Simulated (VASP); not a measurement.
# TiSi2: Si into a neighbouring Si vacancy, part 2 of 4

How hard is this move in TiSi2: Si into a neighbouring Si vacancy? Both ends are relaxed first, then a band of images between them. The start is a computed cell from the Materials Project.

VASP 6.6.1; PBEsol; plane waves and PAW (Ti, Si).

So far. Step 2 (Relax the host): The run ended after 4 ionic steps, 0.011 eV below its first step, once forces and stress met EDIFFG = -0.02.

## (3) Relax the start

System of this step: Ti8Si15. The cell holds 23 atoms: 8 Ti and 15 Si. Cell: a = 5.909 Å, b = 9.780 Å, c = 9.439 Å, α = 75.9°, β = 53.4°, γ = 50.8°. It derives from TiSi2. Nearest the centre at fractional (0.625, 0.062, 0.062): Si21 at 1.24 Å, Ti5 at 2.30 Å, Ti4 at 2.30 Å, Si12 at 2.64 Å, Si18 at 2.66 Å, Si14 at 2.69 Å, Si16 at 2.70 Å, Ti6 at 3.29 Å.

A path needs two true minima; the start is relaxed with symmetry off.

Input file INCAR:

```
SYSTEM = Ti8Si15
PREC = Normal
ENCUT = 280
EDIFF = 1E-05
NELM = 120
ISMEAR = 1
SIGMA = 0.15
LREAL = Auto
ALGO = Fast
GGA = PS
NBANDS = 69
LASPH = .TRUE.
LORBIT = 11
LWAVE = .FALSE.
LCHARG = .FALSE.
KPAR = 3
IBRION = 2
NSW = 60
ISIF = 2
EDIFFG = -0.05
POTIM = 0.4
MAXMIX = 40
ISYM = 0
```

Input file POSCAR:

```
Ti8Si15
1.0
    0.0000000000      4.0793105286      4.2750034152
    4.7476752702      0.0000000000      8.5500068304
    4.7476752702      8.1586210572      0.0000000000
Ti Si
8 15
Direct
    0.7513312581      0.3751073226      0.3763484813
    0.7587531993      0.3716675506      0.8728427849
    0.7545393128      0.8735831438      0.3741548934
    0.7501094749      0.8762241223      0.8750149367
    0.5015752575      0.2480846077      0.2488130147
    0.4968905734      0.2508706045      0.7516520879
    0.5026824246      0.7486778337      0.2480283080
    0.5066881714      0.7490108231      0.7498281754
    0.4188907475      0.0401458029      0.6984331864
    0.4153198697      0.5428484201      0.2053730656
    0.3999784073      0.5491275104      0.7097940716
    0.0820217161      0.2105401662      0.0480651890
    0.0860076674      0.2073878963      0.5404468065
    0.0824245775      0.7071895216      0.0432697100
    0.0852483831      0.7071459373      0.5425505722
    0.1610099753      0.4183107054      0.0820915254
    0.1629431847      0.4192789293      0.5832222866
    0.1665767543      0.9155386646      0.0810144685
    0.1583174645      0.9229803705      0.5807231708
    0.8337797984      0.0823758335      0.4175396473
    0.8356340173      0.0798854771      0.9203424334
    0.8415530787      0.5781316495      0.4172034440
    0.8345037074      0.5788913368      0.9221007512
```

Input file KPOINTS:

```
Automatic mesh
0
Gamma
5 5 5
0 0 0
```

PAW data sets: Ti and Si (PBE family, release 64).

The run is started by

```sh
$ mpirun -np 3 vasp_std
```

Output:

```text
[banner, memory and clock lines left out]
running    3 mpi-ranks, on    1 nodes
 distrk:  each k-point on    1 cores,    3 groups
 distr:  one band on    1 cores,    1 groups

 POSCAR found type information on POSCAR TiSi
 POSCAR found :  2 types and      23 ions
 [... a notice as in an earlier step ...]

 LDA part: xc-table for (Slater+PW92), standard interpolation
 POSCAR, INCAR and KPOINTS ok, starting setup
 FFT: planning ... GRIDC
 FFT: planning ... GRID_SOFT
 FFT: planning ... GRID
 WAVECAR not read
 entering main loop
       N       E                     dE             d eps       ncg     rms          rms(c)
DAV:   1     0.348390857895E+03    0.34839E+03   -0.20766E+04  8694   0.707E+02
DAV:   2    -0.120104676806E+03   -0.46850E+03   -0.44388E+03  8694   0.213E+02
DAV:   3    -0.178412520656E+03   -0.58308E+02   -0.55166E+02 11796   0.708E+01
DAV:   4    -0.180630762568E+03   -0.22182E+01   -0.21934E+01 11228   0.147E+01
DAV:   5    -0.180679605396E+03   -0.48843E-01   -0.48749E-01 11268   0.222E+00    0.490E+01
RMM:   6    -0.165245525541E+03    0.15434E+02   -0.95812E+01  8694   0.351E+01    0.987E+00
RMM:   7    -0.165344050813E+03   -0.98525E-01   -0.14577E+01  8708   0.133E+01    0.118E+01
RMM:   8    -0.165515809673E+03   -0.17176E+00   -0.56874E+00  9245   0.564E+00    0.679E+00
RMM:   9    -0.165239168876E+03    0.27664E+00   -0.19005E+00  8694   0.520E+00    0.389E+00
RMM:  10    -0.165223911641E+03    0.15257E-01   -0.36743E-01  8696   0.237E+00    0.210E+00
RMM:  11    -0.165195154846E+03    0.28757E-01   -0.10696E-01  8724   0.115E+00    0.149E+00
RMM:  12    -0.165200549709E+03   -0.53949E-02   -0.54835E-02  9364   0.553E-01    0.835E-01
RMM:  13    -0.165198925374E+03    0.16243E-02   -0.11000E-02  8708   0.383E-01    0.665E-01
RMM:  14    -0.165198544513E+03    0.38086E-03   -0.21563E-02  8707   0.444E-01    0.478E-01
RMM:  15    -0.165198130531E+03    0.41398E-03   -0.47535E-03  8698   0.273E-01    0.151E-01
RMM:  16    -0.165197761171E+03    0.36936E-03   -0.12016E-03  9047   0.112E-01    0.856E-02
RMM:  17    -0.165197731250E+03    0.29921E-04   -0.40136E-04  8906   0.513E-02    0.560E-02
RMM:  18    -0.165197715193E+03    0.16058E-04   -0.16860E-04  8910   0.380E-02    0.220E-02
RMM:  19    -0.165197721065E+03   -0.58723E-05   -0.47907E-05  7470   0.280E-02
   1 F= -.16519772E+03 E0= -.16520018E+03  d E =-.165198E+03
 curvature:   0.00 expect dE= 0.000E+00 dE for cont linesearch  0.000E+00
 trial: gam= 0.00000 g(F)=  0.116E+00 g(S)=  0.000E+00 ort = 0.000E+00 (trialstep = 0.100E+01)
 search vector abs. value=  0.116E+00
 bond charge predicted
       N       E                     dE             d eps       ncg     rms          rms(c)
DAV:   1    -0.165280327152E+03   -0.82612E-01   -0.22288E+00 10268   0.404E+00    0.510E-01
RMM:   2    -0.165283791442E+03   -0.34643E-02   -0.79348E-02  8694   0.111E+00    0.404E-01
RMM:   3    -0.165283483948E+03    0.30749E-03   -0.18537E-02  8723   0.535E-01    0.310E-01
RMM:   4    -0.165282258781E+03    0.12252E-02   -0.65814E-03  8832   0.299E-01    0.113E-01
RMM:   5    -0.165282440746E+03   -0.18197E-03   -0.25481E-03  9278   0.158E-01    0.124E-01
RMM:   6    -0.165282221060E+03    0.21969E-03   -0.97212E-04  8694   0.120E-01    0.344E-02
RMM:   7    -0.165282231561E+03   -0.10501E-04   -0.29589E-04  9145   0.555E-02    0.223E-02
RMM:   8    -0.165282235907E+03   -0.43459E-05   -0.98599E-05  8890   0.300E-02
   2 F= -.16528224E+03 E0= -.16528494E+03  d E =-.845148E-01
[...]
3 F= -.16530502E+03 E0= -.16530780E+03  d E =-.107298E+00
[...]
4 F= -.16532355E+03 E0= -.16532633E+03  d E =-.185342E-01
[...]
5 F= -.16532735E+03 E0= -.16533011E+03  d E =-.223308E-01
[...]
6 F= -.16533055E+03 E0= -.16533332E+03  d E =-.319936E-02
[...]
7 F= -.16533187E+03 E0= -.16533466E+03  d E =-.452296E-02
 curvature:  -1.59 expect dE=-0.190E-02 dE for cont linesearch -0.709E-07
 trial: gam= 0.41714 g(F)=  0.119E-02 g(S)=  0.000E+00 ort = 0.125E-04 (trialstep = 0.163E+01)
 search vector abs. value=  0.181E-02
 bond charge predicted
       N       E                     dE             d eps       ncg     rms          rms(c)
DAV:   1    -0.165333223139E+03   -0.13522E-02   -0.51129E-02  9160   0.641E-01    0.711E-02
RMM:   2    -0.165333279112E+03   -0.55973E-04   -0.14078E-03  8694   0.161E-01    0.540E-02
RMM:   3    -0.165333280113E+03   -0.10016E-05   -0.35209E-04  8896   0.671E-02    0.436E-02
RMM:   4    -0.165333282231E+03   -0.21174E-05   -0.95059E-05  9078   0.358E-02
   8 F= -.16533328E+03 E0= -.16533610E+03  d E =-.140910E-02
 trial-energy change:   -0.001409  1 .order   -0.001377   -0.001951   -0.000804
 step:   2.7685(harm=  2.7685)  dis= 0.00468  next Energy=  -165.333532 (dE=-0.166E-02)
 reached required accuracy - stopping structural energy minimisation
```

Elapsed: 7.2 min, on 3 MPI ranks of AMD EPYC 9R45, shared host; peak memory 1.3 GiB.

From OUTCAR (step 3):

```text
 Found     63 irreducible k-points:

   k-points           NKPTS =     63   k-points in BZ     NKDIM =     63   number of bands    NBANDS=     69

   dimension x,y,z NGX =    24 NGY =   40 NGZ =   40
   dimension x,y,z NGXF=    48 NGYF=   80 NGZF=   80

   ENCUT  =  280.0 eV  20.58 Ry    4.54 a.u.   8.06 13.34 12.88*2*pi/ulx,y,z

   NELECT =      92.0000    total number of electrons

 E-fermi :   7.4587

 k-point     1 :       0.0000    0.0000    0.0000
  band No.  band energies     occupation
    ...
     41       6.6403      2.00000
     42       6.9223      2.00001
     43       7.0089      2.00019
     44       7.1942      2.03174
     45       7.3191      2.03288
     46       7.5303      0.28562
     47       7.6074     -0.04838
     48       7.8165     -0.00382
     49       7.8818     -0.00049
     50       8.3367     -0.00000
    ...

 k-point     2 :       0.2000    0.0000    0.0000
  band No.  band energies     occupation
    ...
     42       6.7894      2.00000
     43       6.8839      2.00000
     44       6.9964      2.00012
     45       7.1418      2.01093
     46       7.3367      1.98688
     47       7.5201      0.36808
     48       7.7203     -0.03335
     49       7.9120     -0.00017
     50       8.1563     -0.00000
     51       8.2456     -0.00000
    ...

  Total        0.2472848     -1.5165905     -3.8039813      0.1359660      0.4220244     -1.9239948
  in kB        1.1963101     -7.3369353    -18.4028345      0.6577740      2.0416623     -9.3078689
  external PRESSURE =      -8.1811532 kB  Pullay stress =       0.0000000 kB

  energy-cutoff  :      280.00
  volume of cell :      331.18
      direct lattice vectors                 reciprocal lattice vectors
     0.000000000  4.079310529  4.275003415    -0.210629401  0.122569732  0.116958971
     4.747675270  0.000000000  8.550006830     0.105314701 -0.061284866  0.058479485
     4.747675270  8.158621057  0.000000000     0.105314701  0.061284866 -0.058479485

 POSITION                                       TOTAL-FORCE (eV/Angst)
 -----------------------------------------------------------------------------------
      3.55614      6.13186      6.40471         0.011902     -0.009708      0.008947
      5.94013     10.18562      6.42222         0.007726     -0.001823      0.002611
      5.93008      6.10008     10.67465        -0.023319      0.007415      0.000321
      8.30585     10.20136     10.69038         0.015006     -0.009881     -0.005351
      2.35187      4.06169      4.26620        -0.010954     -0.006454     -0.006213
      4.75341      8.16745      4.26772         0.001787     -0.009854      0.007543
      4.76961      4.06304      8.55886         0.033275      0.002898      0.005995
      7.11067      8.17049      8.54887        -0.009921     -0.003660      0.012523
      3.56043      7.42922      2.13549        -0.006280      0.016659     -0.004584
      3.55892      3.37021      6.41572        -0.003197     -0.012279     -0.006758
      5.93149      7.45487      6.40845         0.001614      0.006035      0.001538
      1.18549      0.76061      2.13898         0.010593      0.010386      0.012712
      3.51489      4.74623      2.12115        -0.026217     -0.004714     -0.014154
      3.60445      0.67468      6.42718         0.012925      0.002832     -0.002142
      5.93401      4.77903      6.40827        -0.016853      0.008944     -0.018448
      2.36736      1.35547      4.26673         0.016446     -0.003256      0.020597
      4.72474      5.42599      4.26912         0.003221     -0.006987     -0.018711
      4.76429      1.32120      8.55187         0.017132      0.010299     -0.004914
      7.12170      5.39038      8.55746        -0.020329      0.011570     -0.004089
      2.36575      6.83768      4.25181         0.011248      0.006350     -0.006017
      4.74851     10.92737      4.30091         0.005371     -0.009740      0.000656
      4.75079      6.82278      8.54638        -0.014012     -0.003320      0.006747
      7.12037     10.91094      8.54864        -0.017165     -0.001712      0.011194
 -----------------------------------------------------------------------------------
    total drift:                                0.006585     -0.001641      0.004735

  FREE ENERGIE OF THE ION-ELECTRON SYSTEM (eV)
  ---------------------------------------------------
  free  energy   TOTEN  =      -165.3332822305 eV

  energy  without entropy=     -165.3417444013  energy(sigma->0) =     -165.33610295

 total charge
# of ion       s       p       d       tot
------------------------------------------
    1        0.442   0.699   2.718   3.859
    2        0.442   0.714   2.762   3.918
    3        0.444   0.708   2.726   3.879
    4        0.440   0.693   2.699   3.832
    5        0.439   0.681   2.659   3.779
    6        0.446   0.719   2.771   3.936
    7        0.436   0.678   2.663   3.776
    8        0.445   0.718   2.769   3.932
    9        0.770   0.877   0.000   1.648
   10        0.773   0.869   0.000   1.642
   11        0.773   0.875   0.000   1.648
   12        0.776   0.857   0.000   1.634
   13        0.780   0.878   0.000   1.658
   14        0.781   0.875   0.000   1.656
   15        0.775   0.868   0.000   1.643
   16        0.771   0.879   0.000   1.650
   17        0.774   0.870   0.000   1.644
   18        0.767   0.890   0.000   1.658
   19        0.771   0.882   0.000   1.654
   20        0.790   0.849   0.000   1.639
   21        0.791   0.847   0.000   1.638
   22        0.775   0.863   0.000   1.638
   23        0.776   0.864   0.000   1.640
--------------------------------------------------
tot         15.177  18.654  21.766  55.598

[... 1 part as in an earlier step ...]

[... 7 further parts left out ...]
```

CONTCAR:

```
Ti8Si15
   1.00000000000000
     0.0000000000000000    4.0793105285999998    4.2750034151999996
     4.7476752702000002    0.0000000000000000    8.5500068303999992
     4.7476752702000002    8.1586210571999995    0.0000000000000000
  Ti              Si
     8    15
Direct
     0.7516409260161144    0.3732677382527015    0.3757601736503773
     0.7484194737369467    0.3769269719059347    0.8742384107576651
     0.7471314142487163    0.8749300315819382    0.3741193045862363
     0.7512577182092988    0.8747066477557482    0.8747488256846118
     0.5014368682068627    0.2482517640549174    0.2471219898326586
     0.4990228558650945    0.2496372787400676    0.7515701350577243
     0.4944198397509100    0.7538255482005876    0.2507954518551515
     0.5036043444473201    0.7480643115402262    0.7496521146547096
     0.4104310551023693    0.0445487220098576    0.7053824487403942
     0.4138478970186501    0.5434522303537207    0.2061614137474912
     0.4139206786834746    0.5425653274867893    0.7067805763597109
     0.0937035904809205    0.2033214566957171    0.0463765699068784
     0.0894923138302233    0.2033417411284659    0.5369974938906817
     0.0752084473043435    0.7141126498903946    0.0450909604636783
     0.0853923159167631    0.7068090833241359    0.5430683568872965
     0.1665350595023475    0.4157647564595387    0.0828715272588440
     0.1692047869608993    0.4147097744335552    0.5804596529145155
     0.1586593662753533    0.9208886277301076    0.0826099636303712
     0.1615297065413415    0.9201063335719593    0.5799331392925426
     0.8370829628955103    0.0787459600112774    0.4195514186453718
     0.8422193252027758    0.0819200754766299    0.9182550191327258
     0.8351872462807676    0.5819823290388023    0.4186729385032385
     0.8374308287230126    0.5811248701569284    0.9186351253471213
```

Step by step:

```tsv
step	energy less that of the first step (eV)	largest force (eV/Å)
1	0.0000	0.5484
2	-0.0845	0.3197
3	-0.1073	0.2864
4	-0.1258	0.1022
5	-0.1296	0.0879
6	-0.1328	0.0643
7	-0.1342	0.0647
8	-0.1356	0.0339
```

The atoms that moved most (Å):

```tsv
atom	dx	dy	dz	length
Si9	0.054	0.022	0.001	0.058
Si11	-0.045	0.032	0.003	0.056
Si12	-0.042	0.034	-0.012	0.055
Si14	0.042	-0.015	0.028	0.052
Si21	0.000	0.010	0.046	0.047
Ti2	0.032	-0.031	0.001	0.044
Si13	-0.036	-0.014	-0.020	0.043
Ti7	0.038	-0.011	0.009	0.040
```

Final coordinates:

```xyz
23
Lattice="0.0000 4.0793 4.2750 4.7477 0.0000 8.5500 4.7477 8.1586 0.0000" Properties=species:S:1:pos:R:3 pbc="T T T"
Ti    3.5561    6.1319    6.4047
Ti    5.9401   10.1856    6.4222
Ti    5.9301    6.1001   10.6746
Ti    8.3058   10.2014   10.6904
Ti    2.3519    4.0617    4.2662
Ti    4.7534    8.1674    4.2677
Ti    4.7696    4.0630    8.5589
Ti    7.1107    8.1705    8.5489
Si    3.5604    7.4292    2.1355
Si    3.5589    3.3702    6.4157
Si    5.9315    7.4549    6.4084
Si    1.1855    0.7606    2.1390
Si    3.5149    4.7462    2.1212
Si    3.6045    0.6747    6.4272
Si    5.9340    4.7790    6.4083
Si    2.3674    1.3555    4.2667
Si    4.7247    5.4260    4.2691
Si    4.7643    1.3212    8.5519
Si    7.1217    5.3904    8.5575
Si    2.3658    6.8377    4.2518
Si    4.7485   10.9274    4.3009
Si    4.7508    6.8228    8.5464
Si    7.1204   10.9109    8.5486
```

This step gave:

| Property | Result |
| --- | --- |
| electronic cycles | 59 |
| electrons | 92 |
| free energy (TOTEN) | -165.3333 eV |
| energy at zero smearing | -165.3361 eV |
| Fermi energy | 7.459 eV |

The run ended after 8 ionic steps, 0.136 eV below its first step, once the forces on the free atoms met EDIFFG = -0.05.

(Continued in part 3 of 4.)

[Lines on the potential files, build, host, timing and source positions are cut from VASP's logs without a mark.]

[Logs are printed without paths, hosts, clocks, repeated set-up lines and the standing remarks that a program may print on its own settings, such as how far it seeks lower states.]

[Hosts, paths, dates, database ids (printed as entryN), source tags and the programs' standing remarks are cut or masked in the printed files.]

[Runs that stopped without an error message from VASP are left out.]
